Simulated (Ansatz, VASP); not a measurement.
**One calculation of WO, two programs**

File INCAR:

```
SYSTEM = WO
ALGO     = Normal         ! electronic algorithm
EDIFF    = 1E-7           ! SCF threshold, eV
ENCUT    = 520            ! plane-wave cutoff, eV
GGA      = PE             ! functional
ISIF     = 2              ! what is computed and relaxed
ISMEAR   = 0              ! smearing method
LASPH    = .True.         ! aspherical terms in the spheres
LCHARG   = .False.        ! write CHGCAR
LDAU     = .True.         ! DFT+U
LDAUJ    = 0 0          
LDAUL    = 2 -1           ! shell
LDAUPRINT= 1            
LDAUTYPE = 2            
LDAUU    = 6.2 0          ! U, eV
LMAXMIX  = 4              ! l up to which the mixer works
LREAL    = .False.        ! projectors in reciprocal space
LWAVE    = .False.        ! write WAVECAR
NBANDS   = 17             ! bands
NELM     = 150            ! most SCF steps
PREC     = Accurate       ! precision mode
SIGMA    = 0.02           ! smearing width, eV
```

KPOINTS

```
k-points
0
Gamma
  10 10 10
  0 0 0
```

File POSCAR:

```
WO
1.0
    0.0000000000      2.3802715276      2.3802715276
    2.3802715276      0.0000000000      2.3802715276
    2.3802715276      2.3802715276      0.0000000000
W O
1 1
Direct
    0.0000000000      0.0000000000      0.0000000000
    0.2500000000      0.2500000000      0.2500000000
```

Input for Ansatz:

```yaml
crystal:
  lattice:
    - [0.0, 2.3802715276, 2.3802715276]
    - [2.3802715276, 0.0, 2.3802715276]
    - [2.3802715276, 2.3802715276, 0.0]
  atoms:
    - { symbol: W, position: [0.0, 0.0, 0.0] }
    - { symbol: O, position: [0.25, 0.25, 0.25] }
basis:
  ecutwfc: 420
kpoints:
  mp_grid: { grid: [10, 10, 10] }
hamiltonian:
  xc: pbe
  hubbard: { sites: [{ species: W, l: d, u_eff: 6.2 }] }
scf:
  occupations: { method: gaussian, width: 0.02 }
output:
  forces: true
  stress: true
  eigenvalues: true
```

Alike in both runs: task single point; functional PBE; k mesh 10 × 10 × 10; occupations gaussian, width 0.02 eV; no spin polarisation; Hubbard terms W d U = 6.2 eV.

```csv
,VASP,Ansatz
version,VASP 6.6.1,Ansatz 0.2.0
potentials or method,"VASP PAW PBE potentials, release 64 (W_sv, O)","scalar-relativistic, plane waves, PAW"
plane-wave cutoff (eV),520,420
valence electrons in the cell,20,20
```

Ansatz gave:

- gap on the k mesh at the Fermi level (eV): none
- pressure (GPa): 19.3

Task: Estimate VASP's values.

Result: gap on the k mesh at the Fermi level (eV): none; pressure (GPa): 0.6.

The programs project onto different local orbitals, so the same U acts differently. A gap of «none» marks a metal or a gap that the smearing closes. Ansatz warned: «filled_band_counts_differ_across_k_points».

Caveats: U without spin polarisation on a metal has little footing. Spin-orbit coupling is left out, which matters for the levels of W.
